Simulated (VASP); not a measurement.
# Al6SiSe3 (Pm-3m) in VASP: relaxation of cell and atoms with PBE

Aim: the relaxation of cell and atoms of Al6SiSe3 with PBE.

Everything below comes from runs of VASP 6.6.1. Logs are shortened: lines on timing, memory, paths and dates and some standing lists are left out, and cuts for length are marked.

## Step 1: The cell of the first run

The structure is cubic, space group Pm-3m (No. 221). The conventional cell has a = 6.108 Å, b = 6.108 Å, c = 6.108 Å, α = 90.00°, β = 90.00°, γ = 90.00°. Around Al (site symmetry 4mm) lie 5 Al at 2.47 to 2.62 Å. Si (site symmetry m-3m) has 6 Se at 3.05 Å as nearest neighbours. Se (site symmetry 4/mmm) has 2 Si at 3.05 Å and 8 Al at 3.32 Å as nearest neighbours.

The cell was built by a generator and needn't be a form met in nature.

## Step 2: Relaxation of cell and atoms, PBE (random cell by space group and Wyckoff sites (Pm-3m, No. 221))

INCAR

```
ALGO = Fast
EDIFF = 1E-6
EDIFFG = -0.04
ENCUT = 600
GGA = PE
IBRION = 2
ISIF = 3
ISMEAR = 0
LASPH = True
LCHARG = False
LREAL = False
LWAVE = False
NELM = 100
NSW = 90
PREC = Accurate
SIGMA = 0.1
```

KPOINTS

```
k-points
0
Gamma
  4 4 4
```

POSCAR

```
Al6SiSe3
1.0
    6.1078998400      0.0000000000      0.0000000000
    0.0000000000      6.1078998400      0.0000000000
    0.0000000000      0.0000000000      6.1078998400
Al Si Se
6 1 3
Direct
    0.2145338700      0.5000000000      0.5000000000
    0.7854661300      0.5000000000      0.5000000000
    0.5000000000      0.2145338700      0.5000000000
    0.5000000000      0.7854661300      0.5000000000
    0.5000000000      0.5000000000      0.2145338700
    0.5000000000      0.5000000000      0.7854661300
    0.0000000000      0.0000000000      0.0000000000
    0.5000000000      0.0000000000      0.0000000000
    0.0000000000      0.5000000000      0.0000000000
    0.0000000000      0.0000000000      0.5000000000
```

Potentials or basis: VASP PAW PBE potentials, release 64 (Al, Si, Se).

Run with:

```console
> cat potpaw_PBE.64/Al/POTCAR potpaw_PBE.64/Si/POTCAR potpaw_PBE.64/Se/POTCAR > POTCAR
> mpirun -np 1 vasp_std > vasp.out
```

OUTCAR:

```text
EDIFF = 1E-6
   EDIFFG = -0.04
   ENCUT = 600
   GGA = PE
   IBRION = 2
   ISIF = 3
   ISMEAR = 0
   LASPH = True
   LREAL = False
   NELM = 100
   NSW = 90
   PREC = Accurate

 ion  position               nearest neighbor table
   1  0.215  0.500  0.500-   3 2.47   4 2.47   5 2.47   6 2.47   2 2.62
   2  0.785  0.500  0.500-   3 2.47   4 2.47   5 2.47   6 2.47   1 2.62
   3  0.500  0.215  0.500-   1 2.47   2 2.47   5 2.47   6 2.47   4 2.62
   4  0.500  0.785  0.500-   1 2.47   2 2.47   5 2.47   6 2.47   3 2.62
   5  0.500  0.500  0.215-   1 2.47   2 2.47   3 2.47   4 2.47   6 2.62
   6  0.500  0.500  0.785-   1 2.47   2 2.47   3 2.47   4 2.47   5 2.62
   7  0.000  0.000  0.000-
   8  0.500  0.000  0.000-
   9  0.000  0.500  0.000-
  10  0.000  0.000  0.500-

  LATTYP: Found a simple cubic cell.
 ALAT       =     6.1078998400

  Lattice vectors:

 A1 = (   6.1078998400,   0.0000000000,   0.0000000000)
 A2 = (   0.0000000000,   6.1078998400,   0.0000000000)
 A3 = (   0.0000000000,   0.0000000000,   6.1078998400)

Analysis of symmetry for initial positions (statically):
=====================================================================
 Subroutine PRICEL returns:
 Original cell was already a primitive cell.

 Routine SETGRP: Setting up the symmetry group for a
 simple cubic supercell.

 Subroutine GETGRP returns: Found 48 space group operations
 (whereof 48 operations were pure point group operations)
 out of a pool of 48 trial point group operations.

The static configuration has the point symmetry O_h .

Analysis of symmetry for dynamics (positions and initial velocities):
=====================================================================
 Subroutine PRICEL returns:
 Original cell was already a primitive cell.

 Routine SETGRP: Setting up the symmetry group for a
 simple cubic supercell.

 Subroutine GETGRP returns: Found 48 space group operations
 (whereof 48 operations were pure point group operations)
 out of a pool of 48 trial point group operations.

The dynamic configuration has the point symmetry O_h .

 Subroutine INISYM returns: Found 48 space group operations
 (whereof 48 operations are pure point group operations),
 and found     1 'primitive' translations

----------------------------------------------------------------------------------------

                                     Primitive cell

  volume of cell :     227.8640

  direct lattice vectors                    reciprocal lattice vectors
     6.107899840  0.000000000  0.000000000     0.163722397  0.000000000  0.000000000
     0.000000000  6.107899840  0.000000000     0.000000000  0.163722397  0.000000000
     0.000000000  0.000000000  6.107899840     0.000000000  0.000000000  0.163722397

  length of vectors
     6.107899840  6.107899840  6.107899840     0.163722397  0.163722397  0.163722397

  position of ions in fractional coordinates (direct lattice)
     0.214533870  0.500000000  0.500000000
     0.785466130  0.500000000  0.500000000
     0.500000000  0.214533870  0.500000000
     0.500000000  0.785466130  0.500000000
     0.500000000  0.500000000  0.214533870
     0.500000000  0.500000000  0.785466130
     0.000000000  0.000000000  0.000000000
     0.500000000  0.000000000  0.000000000
     0.000000000  0.500000000  0.000000000
     0.000000000  0.000000000  0.500000000

  ion indices of the primitive-cell ions
   primitive index   ion index
                 1           1
                 2           2
                 3           3
                 4           4
                 5           5
                 6           6
                 7           7
                 8           8
                 9           9
                10          10

----------------------------------------------------------------------------------------

 KPOINTS: k-points

Automatic generation of k-mesh.
 Grid dimensions read from file:
 generate k-points for:    4    4    4

 Generating k-lattice:

  Cartesian coordinates                     Fractional coordinates (reciprocal lattice)
     0.040930599  0.000000000  0.000000000     0.250000000  0.000000000  0.000000000
     0.000000000  0.040930599  0.000000000     0.000000000  0.250000000  0.000000000
     0.000000000  0.000000000  0.040930599     0.000000000  0.000000000  0.250000000

  Length of vectors
     0.040930599  0.040930599  0.040930599

  Shift w.r.t. Gamma in fractional coordinates (k-lattice)
     0.000000000  0.000000000  0.000000000

 Subroutine IBZKPT returns following result:
 ===========================================

 Found     10 irreducible k-points:

 Following reciprocal coordinates:
            Coordinates               Weight
  0.000000  0.000000  0.000000      1.000000
  0.250000  0.000000  0.000000      6.000000
  0.500000  0.000000  0.000000      3.000000
  0.250000  0.250000  0.000000     12.000000
  0.500000  0.250000  0.000000     12.000000
  0.500000  0.500000  0.000000      3.000000
  0.250000  0.250000  0.250000      8.000000
  0.500000  0.250000  0.250000     12.000000
  0.500000  0.500000  0.250000      6.000000
  0.500000  0.500000  0.500000      1.000000
   k-points           NKPTS =     10   k-points in BZ     NKDIM =     10   number of bands    NBANDS=     26
   number of dos      NEDOS =    301   number of ions     NIONS =     10
   total plane-waves  NPLWV = 125000
   dimension x,y,z NGX =    50 NGY =   50 NGZ =   50
   dimension x,y,z NGXF=   100 NGYF=  100 NGZF=  100
   ions per type =               6   1   3
   NGX,Y,Z   is equivalent  to a cutoff of  13.61, 13.61, 13.61 a.u.
   NGXF,Y,Z  is equivalent  to a cutoff of  27.22, 27.22, 27.22 a.u.
 SYSTEM =  unknown system
   PREC   = accura    normal or accurate (medium, high low for compatibility)
   ISTART =      0    job   : 0-new  1-cont  2-samecut
   ICHARG =      2    charge: 1-file 2-atom 10-const
   ISPIN  =      1    spin polarized calculation?
   LNONCOLLINEAR =      F non collinear calculations
   LSORBIT =      F    spin-orbit coupling
   LASPH  =      T    aspherical Exc in radial PAW
   ENCUT  =  600.0 eV  44.10 Ry    6.64 a.u.  12.20 12.20 12.20*2*pi/ulx,y,z
   NELM   =    100;   NELMIN=  2; NELMDL= -5     # of ELM steps
   EDIFF  = 0.1E-05   stopping-criterion for ELM
   LREAL  =      F    real-space projection
   EDIFFG = -.4E-01   stopping-criterion for IOM
   NSW    =     90    number of steps for IOM
   IBRION =      2    ionic relax: 0-MD 1-quasi-New 2-CG
   NFREE  =      1    steps in history (QN), initial steepest desc. (CG)
   ISIF   =      3    stress and relaxation
   ISYM   =      2    0-nonsym 1-usesym 2-fastsym
   POTIM  = 0.5000    time-step for ionic-motion
   TEBEG  =    0.0;   TEEND  =   0.0 temperature during run
   PSTRESS=    0.0 pullay stress
   NELECT =      40.0000    total number of electrons
   NUPDOWN=      -1.0000    fix difference up-down
   EMIN   =  10.00;   EMAX   =-10.00  energy-range for DOS
   EFERMI =   0.00;   METHOD = LEGACY
   ISMEAR =     0;   SIGMA  =   0.10  broadening in eV -4-tet -1-fermi 0-gaus
   EFERMI_NEDOS =   21; number of points for ismear=-14 and -15
   IALGO  =     68    algorithm
   IMIX   =      4    mixing-type and parameters
     AMIX     =   0.40;   BMIX     =  1.00
     AMIX_MAG =   1.60;   BMIX_MAG =  1.00
  volume/ion in A,a.u.               =      22.79       153.77
  Fermi-wavevector in a.u.,A,eV,Ry     =   0.916649  1.732215 11.432225  0.840245
  Thomas-Fermi vector in A             =   2.041528
   LORBIT       =      0    0 simple, 1 ext, 2 COOP (PROOUT), +10 PAW based schemes
   GGA     = PE    functional components
   LHFCALC =     F    Hartree Fock is set to
   AEXX    =    0.0000 exact exchange contribution
   IVDW    =     0    specifies the selected vdW correction
   LEPSILON=     F    determine dielectric tensor
   LRPA    =     F    only Hartree local field effects (RPA)
 conjugate gradient relaxation of ions
 non-spin polarized calculation
 RMM-DIIS sequential band-by-band and
 Gauss-broadening in eV      SIGMA  =   0.10
  energy-cutoff  :      600.00
  volume of cell :      227.86
 maximum number of plane-waves:      7664
 NGX is ok and might be reduce to    50
   NGX = 25   NGY = 25   NGZ = 25

--------------------------------------- Ionic step        1  -------------------------------------------

 number of electron      40.0000004 magnetization

 Free energy of the ion-electron system (eV)
  ---------------------------------------------------
  ext. energy  EPLUGINS =         0.00000000
  ---------------------------------------------------
  free energy    TOTEN  =       -33.83187759 eV

  energy without entropy =      -33.80256439  energy(sigma->0) =      -33.81722099

------------------------ aborting loop because EDIFF is reached ----------------------------------------

  FORCE on cell =-STRESS in cart. coord.  units (eV):
  Direction    XX          YY          ZZ          XY          YZ          ZX
  --------------------------------------------------------------------------------------
  -------------------------------------------------------------------------------------
  Total        2.0705790      2.0705790      2.0705790     -0.0000000     -0.0000000      0.0000000
  in kB       14.5588368     14.5588368     14.5588368     -0.0000000     -0.0000000      0.0000000
  external PRESSURE =      14.5588368 kB  Pullay stress =       0.0000000 kB
[... 293 lines left out ...]
  energy  without entropy=      -35.4093166555  energy(sigma->0) =      -35.42193372

--------------------------------------- Ionic step        8  -------------------------------------------

 number of electron      40.0000003 magnetization

 Free energy of the ion-electron system (eV)
  ---------------------------------------------------
  ext. energy  EPLUGINS =         0.00000000
  ---------------------------------------------------
  free energy    TOTEN  =       -35.43494381 eV

  energy without entropy =      -35.41014732  energy(sigma->0) =      -35.42254557

 E-fermi :   4.3187     XC(G=0):  -9.2104

 val. band max:        4.3181442483   @ k =   0.5000   0.5000   0.0000
 cond. band min:       4.3280643621   @ k =   0.2500   0.0000   0.0000
 fundamental gap:      0.0099201138
 Fermi energy:         4.3186911575

 k-point     1 :       0.0000    0.0000    0.0000
  band No.  band energies     occupation
      1      -8.5151      2.00000
      2      -7.7939      2.00000
      3      -7.7939      2.00000
      4      -3.9710      2.00000
      5      -1.6348      2.00000
      6      -0.8110      2.00000
[... 316 lines left out ...]
  FREE ENERGIE OF THE ION-ELECTRON SYSTEM (eV)
  ---------------------------------------------------
  free  energy   TOTEN  =       -35.4349438071 eV

  energy  without entropy=      -35.4101473248  energy(sigma->0) =      -35.42254557

 reached required accuracy - stopping structural energy minimisation
```

Wall time 4.9 min (1 thread of Intel Xeon Platinum 8488C (Sapphire Rapids), shared host); peak memory 0.4 GiB.

What came out:

```yaml
Free_energy: -35.4349 eV
Relaxed_volume: 22.58 Å³/atom
Relaxed_cell: a = 6.090 Å, b = 6.090 Å, c = 6.090 Å, α = 90.00°, β = 90.00°, γ = 90.00°
Space_group_after_relaxing_to_0.05_Å: Pm-3m (No. 221)
Energy_gained_by_relaxing: 160.3 meV/atom
Ionic_steps: 8
Pressure_after_relaxing: 0.0 GPa
Band_gap_on_the_k_mesh: none (metal or under the smearing width)
```

Step by step:
```
step  energy change (eV)  largest force (eV/Å)  pressure (GPa)  volume (Å³)
   1              0.0000                4.0564            1.46       227.86
   2             -1.1541                2.2137           -0.92       234.76
   3             -1.5738                0.1124           -1.36       232.38
   4             -1.5741                0.0326           -1.36       232.47
   5             -1.6004                0.1660           -0.08       226.42
   6             -1.6004                0.1611           -0.12       226.56
   7             -1.6027                0.0627            0.04       225.57
   8             -1.6031                0.0006            0.00       225.84
```

Final structure:
```yaml
crystal:
  lattice:
    - [6.08978, 0.00000, 0.00000]
    - [0.00000, 6.08978, 0.00000]
    - [0.00000, 0.00000, 6.08978]
  atoms:
    - { symbol: Al, position: [0.19305, 0.50000, 0.50000] }
    - { symbol: Al, position: [0.80695, 0.50000, 0.50000] }
    - { symbol: Al, position: [0.50000, 0.19305, 0.50000] }
    - { symbol: Al, position: [0.50000, 0.80695, 0.50000] }
    - { symbol: Al, position: [0.50000, 0.50000, 0.19305] }
    - { symbol: Al, position: [0.50000, 0.50000, 0.80695] }
    - { symbol: Si, position: [0.00000, 0.00000, 0.00000] }
    - { symbol: Se, position: [0.50000, 0.00000, 0.00000] }
    - { symbol: Se, position: [0.00000, 0.50000, 0.00000] }
    - { symbol: Se, position: [0.00000, 0.00000, 0.50000] }
```
